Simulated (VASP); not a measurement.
Given:

```yaml
crystal:
  lattice:
    - [2.20861, -3.82543, 0.00000]
    - [2.20861, 3.82543, 0.00000]
    - [0.00000, 0.00000, 7.20175]
  atoms:
    - { symbol: Cd, position: [0.66667, 0.33333, 0.50005] }
    - { symbol: Cd, position: [0.33333, 0.66667, 0.00005] }
    - { symbol: Se, position: [0.66667, 0.33333, 0.87595] }
    - { symbol: Se, position: [0.33333, 0.66667, 0.37595] }
```

Level of theory: PBE GGA with D3 dispersion (zero damping), VASP's PBE PAW potentials (set 64) (plane waves; VASP 6.6.1). Numerical set-up: 520 eV cut-off, 6×6×3 Γ-centred mesh, Gaussian smearing of 0.050 eV, potentials Cd Se.

### Question
Give the stress tensor in GPa (positive for a compressed cell).

### Answer

```
-2.51   0.00   0.00
 0.00  -2.51   0.00
 0.00   0.00  -2.45
```
The pressure is its mean diagonal, -2.49 GPa.

The compound is CdSe in the wurtzite structure. This cell is one point of a volume scan, at 1.06 of the reference volume.
